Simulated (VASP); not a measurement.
An input for Quantum ESPRESSO's pw.x (written as the equivalent of a VASP run, and not itself run):

```
&CONTROL
  calculation = 'scf'
  pseudo_dir = './pseudo'
  outdir = './out'
  tprnfor = .true.
  tstress = .true.
/
&SYSTEM
  ibrav = 0
  nat = 1
  ntyp = 1
  ecutwfc = 62.5
  occupations = 'tetrahedra'
  input_dft = 'pw91'
/
&ELECTRONS
  conv_thr = 7.3e-09
  electron_maxstep = 100
/
ATOMIC_SPECIES
  Pb 207.200 Pb.upf
CELL_PARAMETERS angstrom
     0.0000000    2.5138361    2.5138361
     2.5138361    0.0000000    2.5138361
     2.5138361    2.5138361    0.0000000
ATOMIC_POSITIONS crystal
  Pb   0.0000000  0.0000000  0.0000000
K_POINTS automatic
  14 14 14 0 0 0
```

Write the VASP files for the same calculation (PW91).

Several could match; the one computed here: 
**KPOINTS**
```
kpoints
0
Gamma
  14 14 14
0 0 0
```

### POSCAR
```
Pb
1
    0.0000000000     2.5138360894     2.5138360894
    2.5138360894     0.0000000000     2.5138360894
    2.5138360894     2.5138360894     0.0000000000
Pb
1
Direct
  0.0000000000   0.0000000000   0.0000000000
```

### INCAR
```
# general
SYSTEM =Pb
PREC   =Accurate
ENCUT  =520
LREAL  =F   # projection in real space or not
LASPH  =T

# electronic loop
EDIFF  =1E-7
NELM   =100   # most electronic steps
ALGO   =Normal
LMAXMIX=4   # l cut-off of mixed one-centre charges

# smearing
ISMEAR =-5   # tetrahedra, Bloechl

# functional
GGA    =91   # PW91

# ions
ISIF   =2   # forces and stress, cell fixed

# output
LWAVE  =F
LCHARG =T
LORBIT =11   # lm-projected
NEDOS  =601
```

POTCAR, in this order: Pb_d (PBE.64 set). Program: vasp_std.

Limits of the translation: the potentials are each code's own (VASP's PAW set, PseudoDojo norm-conserving files in pw.x), so ENCUT and ecutwfc are chosen apart and not converted; conv_thr bounds pw.x's estimated SCF error, while EDIFF bounds the energy change between steps.

The compound is Pb in the fcc structure. It was relaxed first.
